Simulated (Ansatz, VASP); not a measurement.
# Cs4BePb3Br12 (a cell with a defect) in VASP and in Ansatz

Contents of INCAR:

```
SYSTEM = Cs4BePb3Br12
PREC = Accurate
ENCUT = 520
EDIFF = 1E-8
ISMEAR = -1
SIGMA = 0.01
LREAL = Auto
LASPH = .TRUE.
NELM = 100
ALGO = Fast
ISIF = 2
LWAVE = .FALSE.
LCHARG = .FALSE.
GGA = PE
LEFG = .TRUE.
NBANDS = 98
```

The input KPOINTS:

```
regular mesh
0
G
  3 3 3
  0 0 0
```

File POSCAR:

```
Cs4BePb3Br12
1.0
   -5.8700000000      5.8700000000      5.8700000000
    5.8700000000     -5.8700000000      5.8700000000
    5.8700000000      5.8700000000     -5.8700000000
Cs Be Pb Br
4 1 3 12
Direct
    0.0000000000      0.0000000000      0.0000000000
    0.5000000000      0.5000000000      0.0000000000
    0.5000000000      0.0000000000      0.5000000000
    0.0000000000      0.5000000000      0.5000000000
    0.5000000000      0.5000000000      0.5000000000
    0.0000000000      0.0000000000      0.5000000000
    0.0000000000      0.5000000000      0.0000000000
    0.5000000000      0.0000000000      0.0000000000
    0.5000000000      0.2500000000      0.2500000000
    0.0000000000      0.7500000000      0.2500000000
    0.0000000000      0.2500000000      0.7500000000
    0.5000000000      0.7500000000      0.7500000000
    0.2500000000      0.5000000000      0.2500000000
    0.7500000000      0.0000000000      0.2500000000
    0.7500000000      0.5000000000      0.7500000000
    0.2500000000      0.0000000000      0.7500000000
    0.2500000000      0.2500000000      0.5000000000
    0.7500000000      0.7500000000      0.5000000000
    0.7500000000      0.2500000000      0.0000000000
    0.2500000000      0.7500000000      0.0000000000
```

Input for Ansatz:

```yaml
crystal:
  lattice:
    - [-5.87, 5.87, 5.87]
    - [5.87, -5.87, 5.87]
    - [5.87, 5.87, -5.87]
  atoms:
    - { symbol: Cs, position: [0.0, 0.0, 0.0] }
    - { symbol: Cs, position: [0.5, 0.5, 0.0] }
    - { symbol: Cs, position: [0.5, 0.0, 0.5] }
    - { symbol: Cs, position: [0.0, 0.5, 0.5] }
    - { symbol: Be, position: [0.5, 0.5, 0.5] }
    - { symbol: Pb, position: [0.0, 0.0, 0.5] }
    - { symbol: Pb, position: [0.0, 0.5, 0.0] }
    - { symbol: Pb, position: [0.5, 0.0, 0.0] }
    - { symbol: Br, position: [0.5, 0.25, 0.25] }
    - { symbol: Br, position: [0.0, 0.75, 0.25] }
    - { symbol: Br, position: [0.0, 0.25, 0.75] }
    - { symbol: Br, position: [0.5, 0.75, 0.75] }
    - { symbol: Br, position: [0.25, 0.5, 0.25] }
    - { symbol: Br, position: [0.75, 0.0, 0.25] }
    - { symbol: Br, position: [0.75, 0.5, 0.75] }
    - { symbol: Br, position: [0.25, 0.0, 0.75] }
    - { symbol: Br, position: [0.25, 0.25, 0.5] }
    - { symbol: Br, position: [0.75, 0.75, 0.5] }
    - { symbol: Br, position: [0.75, 0.25, 0.0] }
    - { symbol: Br, position: [0.25, 0.75, 0.0] }
kpoints:
  mp_grid: { grid: [3, 3, 3] }
scf:
  occupations: { method: fermi_dirac, width: 0.01 }
hamiltonian:
  xc: pbe
  pseudopotentials: { kind: paw }
output:
  forces: true
  stress: true
  populations: true
  efg:
    quadrupole_moments_barn: { Cs: -0.00343, Be: 0.05288, Br: 0.2579 }
    contact_densities: true
```

Alike in both runs: task electric field gradients; functional PBE; k mesh 3 × 3 × 3; occupations fermi-dirac, width 0.01 eV; no spin polarisation.

```csv
,VASP,Ansatz
version,VASP 6.6.1,Ansatz 0.2.0
potentials or method,"VASP PAW PBE potentials, release 64 (Cs_sv, Be, Pb_d, Br)","plane-wave PAW, scalar-relativistic"
plane-wave cutoff (eV),520,420
valence electrons in the cell,164,164
```

|  | VASP | Ansatz | Ansatz less VASP |
| --- | --- | --- | --- |
| gap on the k mesh at the Fermi level (eV) | 1.09 | 1.08 | -0.005 |
| pressure (GPa) | -0.3 | -0.3 | +0.03 |
| rms of the force components (eV/Å) | 0.382 | 0.381 | -0.0003 |
| Vzz of the field gradient on the site that differs most (V/Å²) | 298.7 | 309.2 | +10.48 |

Atom by atom the forces differ by 0.000 eV/Å (rms over components). The functional is the same, so the differences come from potentials, cutoffs and numerics. Ansatz warned: «gradients_without_spin_orbit».

Caveats: spin-orbit coupling is left out, which as a rule narrows the gap of such compounds by several tenths of an eV. Expect the measured gap to be larger: semilocal functionals such as PBE lack the derivative discontinuity.
